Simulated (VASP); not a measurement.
MgCdS₂ (space group P4/mmm): the band gap from VASP (plane waves, PAW) at several levels of theory. Gaps are without spin-orbit coupling. Each level names its cell: its own relaxed one, PBE's, or the starting one. A gap is the smallest over the k-mesh and a band path; hybrids may have named points in place of the path, and GW has the mesh alone.

| level | band gap (eV) |
|---|---|
| PBEsol (own cell) | 0.07 |
| r2SCAN (own cell) | 0.70 |
| HSE06 (PBE cell) | 1.22 |

The cell of the PBEsol (own cell) run:

Space group P4/mmm (No. 123); a = 3.759 Å, b = 3.759 Å, c = 5.305 Å, α = 90.00°, β = 90.00°, γ = 90.00°

```json
[
 {"atom": "Mg", "site": "1d", "symmetry": "4/mmm", "x": "0.5000", "y": "0.5000", "z": "0.5000"},
 {"atom": "Cd", "site": "1a", "symmetry": "4/mmm", "x": "0.0000", "y": "0.0000", "z": "0.0000"},
 {"atom": "S", "site": "1b", "symmetry": "4/mmm", "x": "0.0000", "y": "0.0000", "z": "0.5000"},
 {"atom": "S", "site": "1c", "symmetry": "4/mmm", "x": "0.5000", "y": "0.5000", "z": "0.0000"}
]
```

Only levels that ran to the end are used. Left out are those held back, those with too coarse a band path, GW runs whose mesh misses a band edge, hybrids' fits of cells that aren't cubic and levels without matching references; a question may draw on a part of the rest.

The structure comes from a computed database's MgCdS2 entry (P4/mmm); how it stands against other phases isn't given here.
